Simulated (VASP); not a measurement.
The input files of a VASP run:

INCAR:
```
SYSTEM = CdI2
PREC = Accurate
ENCUT = 400
EDIFF = 1E-8
NELM = 100
ALGO = Normal
LREAL = .FALSE.
LASPH = .TRUE.
ISMEAR = 0
SIGMA = 0.05
GGA = PE
LMAXMIX = 4
LWAVE = .FALSE.
LCHARG = .FALSE.
IBRION = 1
ISIF = 2
NSW = 30
EDIFFG = -0.001
```

### KPOINTS
```
Regular mesh
0
Gamma
5 5 3
0 0 0
```

### POSCAR
```
CdI2
1.0
  2.1651461869  -3.7501435076   0.0000000000
  2.1651461869   3.7501435076   0.0000000000
  0.0000000000   0.0000000000   7.4081580072
Cd I
1 2
direct
  1.0000000000   0.0000000000   0.0000000000
  0.3333330000   0.6666670000   0.2318990081
  0.6666670000   0.3333330000   0.7681009919
```

POTCAR, in this order: Cd I (PBE.64 set). Program: vasp_std.

Problem. Translate this PBE calculation to Ansatz.

Solution. One equivalent input (not run):
Ansatz 0.2 input:
```yaml
crystal:
  lattice:
    - [2.1651462, -3.7501435, 0.0000000]
    - [2.1651462, 3.7501435, 0.0000000]
    - [0.0000000, 0.0000000, 7.4081580]
  atoms:
    - { symbol: Cd, position: [1.0000000, 0.0000000, 0.0000000] }
    - { symbol: I, position: [0.3333330, 0.6666670, 0.2318990] }
    - { symbol: I, position: [0.6666670, 0.3333330, 0.7681010] }
kpoints:
  mp_grid: { grid: [5, 5, 3] }
hamiltonian:
  xc: pbe
  pseudopotentials: { kind: paw }
scf:
  occupations: { method: gaussian, width: 0.05 }
  max_iter: 100
relax:
  max_steps: 30
  f_tol: 0.001
output: { forces: true, stress: true, eigenvalues: true }
```
Limits of the translation: each code has its own PAW files, so the cut-off isn't converted (ENCUT is set for VASP's; basis.ecutwfc is left out, and Ansatz then takes the one that its files recommend); Ansatz stops its SCF on the density residual and VASP on the energy change (EDIFF).

The compound is CdI2 in the 1T layered structure. This run relaxes the ions in a fixed cell. Symmetry was kept, so distortions that lower it aren't found. The start is the result of an earlier pass.
